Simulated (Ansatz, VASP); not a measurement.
# CO2 in two plane-wave programs, part 2 of 3

Wanted: the spread between two codes on one cell, functional and k mesh. The cell is taken from a series of runs on this material, whose earlier steps may have relaxed, scaled, displaced or heated it; both programs get it as it stands.

VASP 6.6.1 and Ansatz 0.2.0.

So far: The structure; VASP: zone-centre phonons, LDA.

## (2) VASP: zone-centre phonons, LDA (continued)

Level of this step: LDA; plane waves and PAW (C, O) (VASP).

OUTCAR, selected parts (step 2):

```text
ion  position               nearest neighbor table
   1  0.500  0.500  0.500-   3 1.16   4 1.16
   2  0.000  0.000  0.000-   5 1.16   6 1.16
   3  0.301  0.699  0.500-   1 1.16
   4  0.699  0.301  0.500-   1 1.16
   5  0.199  0.199  0.000-   2 1.16
   6  0.801  0.801  0.000-   2 1.16

  LATTYP: Found a simple tetragonal cell.
 ALAT       =     4.1181686131
 C/A-ratio  =     1.0527680111

 Subroutine GETGRP returns: Found 16 space group operations
 (whereof  8 operations were pure point group operations)

The static configuration has the point symmetry D_2h.
 The point group associated with its full space group is D_4h.

 Found     30 irreducible k-points:

   k-points           NKPTS =     30   k-points in BZ     NKDIM =     30   number of bands    NBANDS=     22

   dimension x,y,z NGX =    36 NGY =   36 NGZ =   36
   dimension x,y,z NGXF=    72 NGYF=   72 NGZF=   72

   ENCUT  =  600.0 eV  44.10 Ry    6.64 a.u.   8.23  8.23  8.66*2*pi/ulx,y,z

   NELECT =      32.0000    total number of electrons

 k-points in reciprocal lattice and weights: Automatic mesh
   0.00000000  0.00000000  0.00000000       0.007
   0.16666667  0.00000000  0.00000000       0.028
   0.33333333  0.00000000  0.00000000       0.028
   0.50000000  0.00000000  0.00000000       0.014
   0.16666667  0.16666667  0.00000000       0.028
   0.33333333  0.16666667  0.00000000       0.056
   0.50000000  0.16666667  0.00000000       0.028
   0.33333333  0.33333333  0.00000000       0.028
   0.50000000  0.33333333  0.00000000       0.028
[...]
0.50000000  0.33333333  0.50000000       0.028
   0.50000000  0.50000000  0.50000000       0.007

 average (electrostatic) potential at core
       1 -61.8908       2 -61.8908       3 -77.5758       4 -77.5758       5 -77.5758
       6 -77.5758

  Total        1.3905942      1.3905942     -0.2406795      0.0000000      0.0000000      0.0000000
  in kB       30.3016272     30.3016272     -5.2445061      0.0000000      0.0000000      0.0000000
  external PRESSURE =      18.4529161 kB  Pullay stress =       0.0000000 kB

  energy-cutoff  :      600.00
  volume of cell :       73.53
      direct lattice vectors                 reciprocal lattice vectors
     4.118168613  0.000000000  0.000000000     0.242826386  0.000000000  0.000000000
     0.000000000  4.118168613  0.000000000     0.000000000  0.242826386  0.000000000
[...]
2    -0.63818    -1.01008     0.00000
    3     0.00000     0.00000    -0.39660

 Eigenvectors and eigenvalues of the dynamical matrix
 ----------------------------------------------------

   1 f  =   73.401457 THz   461.194957 2PiTHz 2448.409063 cm-1   303.563898 meV
             X         Y         Z           dx          dy          dz
      2.059084  2.059084  2.167738     0.604153   -0.604047   -0.000000
      0.000000  0.000000  0.000000    -0.012294    0.004766    0.000000
      1.238165  2.880004  2.167738    -0.259784    0.259762   -0.000000
      2.880004  1.238165  2.167738    -0.259784    0.259762   -0.000000
      0.820920  0.820920  0.000000     0.003372   -0.000135    0.000000
      3.297249  3.297249  0.000000     0.003372   -0.000135    0.000000

   2 f  =   73.401457 THz   461.194957 2PiTHz 2448.409063 cm-1   303.563898 meV
             X         Y         Z           dx          dy          dz
      2.059084  2.059084  2.167738     0.004766    0.012294   -0.000000
      0.000000  0.000000  0.000000    -0.604047   -0.604153   -0.000000
      1.238165  2.880004  2.167738    -0.000135   -0.003372   -0.000000
      2.880004  1.238165  2.167738    -0.000135   -0.003372   -0.000000
      0.820920  0.820920  0.000000     0.259762    0.259784    0.000000
      3.297249  3.297249  0.000000     0.259762    0.259784    0.000000

   3 f  =   42.125558 THz   264.682687 2PiTHz 1405.157362 cm-1   174.217231 meV
             X         Y         Z           dx          dy          dz
      2.059084  2.059084  2.167738     0.000000   -0.000000   -0.000000
      0.000000  0.000000  0.000000     0.000000    0.000000   -0.000000
      1.238165  2.880004  2.167738    -0.353553    0.353553   -0.000000
      2.880004  1.238165  2.167738     0.353553   -0.353553    0.000000
      0.820920  0.820920  0.000000    -0.353553   -0.353553    0.000000
      3.297249  3.297249  0.000000     0.353553    0.353553    0.000000

   4 f  =   41.388865 THz   260.053907 2PiTHz 1380.583925 cm-1   171.170514 meV
             X         Y         Z           dx          dy          dz
      2.059084  2.059084  2.167738     0.000000   -0.000000    0.000000
      0.000000  0.000000  0.000000    -0.000000   -0.000000    0.000000
      1.238165  2.880004  2.167738    -0.353553    0.353553    0.000000
      2.880004  1.238165  2.167738     0.353553   -0.353553    0.000000
      0.820920  0.820920  0.000000     0.353553    0.353553   -0.000000
      3.297249  3.297249  0.000000    -0.353553   -0.353553   -0.000000

   5 f  =   17.974597 THz   112.937722 2PiTHz  599.568007 cm-1    74.336925 meV
             X         Y         Z           dx          dy          dz
      2.059084  2.059084  2.167738     0.000000    0.000000    0.603029
      0.000000  0.000000  0.000000    -0.000000    0.000000    0.603029
      1.238165  2.880004  2.167738    -0.000000    0.000000   -0.261109
      2.880004  1.238165  2.167738     0.000000   -0.000000   -0.261109
      0.820920  0.820920  0.000000     0.000000   -0.000000   -0.261109
      3.297249  3.297249  0.000000     0.000000   -0.000000   -0.261109

   6 f  =   17.621049 THz   110.716316 2PiTHz  587.774927 cm-1    72.874770 meV
             X         Y         Z           dx          dy          dz
      2.059084  2.059084  2.167738     0.060753    0.046766    0.000000
      0.000000  0.000000  0.000000     0.601462   -0.600210   -0.000000
      1.238165  2.880004  2.167738    -0.026729   -0.019755   -0.000000
      2.880004  1.238165  2.167738    -0.026729   -0.019755   -0.000000
      0.820920  0.820920  0.000000    -0.260073    0.259449    0.000000
      3.297249  3.297249  0.000000    -0.260073    0.259449    0.000000

   7 f  =   17.621049 THz   110.716316 2PiTHz  587.774927 cm-1    72.874770 meV
             X         Y         Z           dx          dy          dz
      2.059084  2.059084  2.167738    -0.600210   -0.601462    0.000000
      0.000000  0.000000  0.000000     0.046766   -0.060753   -0.000000
      1.238165  2.880004  2.167738     0.259449    0.260073   -0.000000
      2.880004  1.238165  2.167738     0.259449    0.260073   -0.000000
      0.820920  0.820920  0.000000    -0.019755    0.026729    0.000000
      3.297249  3.297249  0.000000    -0.019755    0.026729    0.000000

   8 f  =   17.570979 THz   110.401719 2PiTHz  586.104782 cm-1    72.667699 meV
             X         Y         Z           dx          dy          dz
      2.059084  2.059084  2.167738     0.000000    0.000000    0.588289
      0.000000  0.000000  0.000000    -0.000000    0.000000   -0.588289
      1.238165  2.880004  2.167738     0.000000   -0.000000   -0.277413
      2.880004  1.238165  2.167738    -0.000000   -0.000000   -0.277413
      0.820920  0.820920  0.000000     0.000000   -0.000000    0.277413
      3.297249  3.297249  0.000000     0.000000   -0.000000    0.277413

   9 f  =    4.852025 THz    30.486175 2PiTHz  161.846146 cm-1    20.066356 meV
             X         Y         Z           dx          dy          dz
      2.059084  2.059084  2.167738    -0.000000    0.000000    0.000000
      0.000000  0.000000  0.000000    -0.000000   -0.000000   -0.000000
      1.238165  2.880004  2.167738     0.353553    0.353553    0.000000
      2.880004  1.238165  2.167738    -0.353553   -0.353553    0.000000
      0.820920  0.820920  0.000000     0.353553   -0.353553   -0.000000
      3.297249  3.297249  0.000000    -0.353553    0.353553   -0.000000

  10 f  =    4.642687 THz    29.170863 2PiTHz  154.863370 cm-1    19.200602 meV
             X         Y         Z           dx          dy          dz
      2.059084  2.059084  2.167738     0.000000   -0.000000    0.392321
      0.000000  0.000000  0.000000    -0.000000    0.000000   -0.392321
      1.238165  2.880004  2.167738    -0.000000   -0.000000    0.415983
      2.880004  1.238165  2.167738     0.000000    0.000000    0.415983
      0.820920  0.820920  0.000000    -0.000000    0.000000   -0.415983
      3.297249  3.297249  0.000000     0.000000   -0.000000   -0.415983

  11 f  =    3.779593 THz    23.747883 2PiTHz  126.073652 cm-1    15.631134 meV
             X         Y         Z           dx          dy          dz
      2.059084  2.059084  2.167738    -0.052234   -0.361994    0.000000
      0.000000  0.000000  0.000000     0.059556    0.363123    0.000000
      1.238165  2.880004  2.167738    -0.058618   -0.421399    0.000000
      2.880004  1.238165  2.167738    -0.058618   -0.421399    0.000000
      0.820920  0.820920  0.000000     0.071624    0.423404    0.000000
      3.297249  3.297249  0.000000     0.071624    0.423404   -0.000000

  12 f  =    3.779593 THz    23.747883 2PiTHz  126.073652 cm-1    15.631134 meV
             X         Y         Z           dx          dy          dz
      2.059084  2.059084  2.167738    -0.363123    0.059556    0.000000
      0.000000  0.000000  0.000000     0.361994   -0.052234   -0.000000
      1.238165  2.880004  2.167738    -0.423404    0.071624    0.000000
      2.880004  1.238165  2.167738    -0.423404    0.071624   -0.000000
      0.820920  0.820920  0.000000     0.421399   -0.058618   -0.000000
      3.297249  3.297249  0.000000     0.421399   -0.058618   -0.000000

  13 f  =    2.706342 THz    17.004450 2PiTHz   90.273860 cm-1    11.192527 meV
             X         Y         Z           dx          dy          dz
      2.059084  2.059084  2.167738     0.000000    0.000000   -0.000000
      0.000000  0.000000  0.000000     0.000000    0.000000   -0.000000
      1.238165  2.880004  2.167738    -0.000000   -0.000000   -0.707104
      2.880004  1.238165  2.167738     0.000000    0.000000    0.707104
      0.820920  0.820920  0.000000     0.000000   -0.000000    0.001970
      3.297249  3.297249  0.000000     0.000000    0.000000   -0.001970
    [... 43 further lines ...]
      0.820920  0.820920  0.000000    -0.360261    0.238033   -0.000000
      3.297249  3.297249  0.000000    -0.360261    0.238033   -0.000000

 MACROSCOPIC STATIC DIELECTRIC TENSOR IONIC CONTRIBUTION
 ------------------------------------------------------
           0.415833     0.000000    -0.000000
           0.000000     0.415833    -0.000000
          -0.000000    -0.000000     0.268262
 ------------------------------------------------------

 ELASTIC MODULI CONTR FROM IONIC RELAXATION (kBar)
 Direction    XX          YY          ZZ          XY          YZ          ZX
 --------------------------------------------------------------------------------
 XX       -3328.1853  -3009.6642     63.8650     -0.0000      0.0000      0.0000
 YY       -3009.6642  -3328.1853     63.8650     -0.0000      0.0000     -0.0000
 ZZ          63.8650     63.8650     -1.2871      0.0000     -0.0000      0.0000
 XY          -0.0000     -0.0000      0.0000  -3139.1564      0.0000     -0.0000
 YZ           0.0000      0.0000     -0.0000      0.0000    -41.1647      0.0000
 ZX           0.0000     -0.0000      0.0000     -0.0000      0.0000    -44.3753
 --------------------------------------------------------------------------------

 PIEZOELECTRIC TENSOR IONIC CONTR  for field in x, y, z        (C/m^2)
          XX          YY          ZZ          XY          YZ          ZX
  --------------------------------------------------------------------------------
  x     0.00000     0.00000    -0.00000    -0.00000     0.00000     0.00000
  y     0.00000    -0.00000     0.00000    -0.00000     0.00000    -0.00000
  z    -0.00000    -0.00000     0.00000    -0.00000     0.00000     0.00000
```

(Continued in part 3 of 3.)

[Lines on the potential files, build, host, timing and source positions are cut from VASP's logs without a mark.]

[Logs are printed without paths, hosts, clocks, repeated set-up lines and the standing remarks that a program may print on its own settings, such as how far it seeks lower states.]

[Hosts, paths, dates, database ids (printed as entryN), source tags and the programs' standing remarks are cut or masked in the printed files.]
